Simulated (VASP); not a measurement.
LaSb2Au:

```
La Sb Au
1.0
     4.43600    0.00000    0.00000
     0.00000    4.43600    0.00000
     0.00000    0.00000   10.43200
La Sb Au
2 4 2
Direct
  0.50000 0.00000 0.75315
  0.00000 0.50000 0.24685
  0.50000 0.00000 0.16940
  0.00000 0.50000 0.83060
  0.00000 0.00000 0.50000
  0.50000 0.50000 0.50000
  0.00000 0.00000 0.00000
  0.50000 0.50000 0.00000
```

```yaml
Program: VASP 6.6.1
Task: relaxation of cell and atoms
Functional: PBEsol
Potentials_or_basis: VASP PAW PBE potentials, release 64 (La, Sb, Au)
Cutoff: 600 eV
k_mesh: 8 × 8 × 4
Occupations: methfessel-paxton, width 0.1 eV
Spin: no spin polarisation
```

At the start: pressure -0.7 GPa; volume 25.66 Å³/atom.

Task: How do energy, volume and symmetry change on relaxing?

Result: Over 15 steps the energy falls by 3.2 meV/atom and the volume is 25.29 Å³/atom (-1.4 %); space group P4/nmm (No. 129, to 0.05 Å).

The path:
```csv
step,energy change (eV),largest force (eV/Å),pressure (GPa),volume (Å³)
1,0.0000,0.3014,-0.74,205.28
2,-0.0117,0.2523,0.59,201.79
3,-0.0119,0.2588,0.45,202.18
4,-0.0221,0.1039,0.21,202.24
5,-0.0243,0.0555,0.07,202.28
6,-0.0250,0.0190,-0.09,202.63
7,-0.0250,0.0074,-0.14,202.75
8,-0.0252,0.0202,0.04,202.27
9,-0.0252,0.0165,-0.01,202.40
10,-0.0252,0.0176,0.00,202.41
11,-0.0252,0.0112,-0.08,202.58
12,-0.0252,0.0163,-0.01,202.42
13,-0.0253,0.0125,-0.02,202.38
14,-0.0253,0.0097,0.04,202.25
15,-0.0253,0.0067,0.02,202.32
```

Final structure:
```cif
data_structure
_symmetry_space_group_name_H-M 'P 1'
_symmetry_Int_Tables_number 1
_cell_length_a 4.4196
_cell_length_b 4.4196
_cell_length_c 10.3577
_cell_angle_alpha 90.000
_cell_angle_beta 90.000
_cell_angle_gamma 90.000
_cell_volume 202.32
loop_
_atom_site_label
_atom_site_type_symbol
_atom_site_fract_x
_atom_site_fract_y
_atom_site_fract_z
_atom_site_occupancy
La1 La 0.50000 0.00000 0.74834 1
La2 La 0.00000 0.50000 0.25166 1
Sb1 Sb 0.50000 0.00000 0.17190 1
Sb2 Sb 0.00000 0.50000 0.82810 1
Sb3 Sb 0.00000 0.00000 0.50000 1
Sb4 Sb 0.50000 0.50000 0.50000 1
Au1 Au 0.00000 0.00000 0.00000 1
Au2 Au 0.50000 0.50000 0.00000 1
```

Caveat: the PAW data sets were made with another functional, which shifts forces and pressure a little.
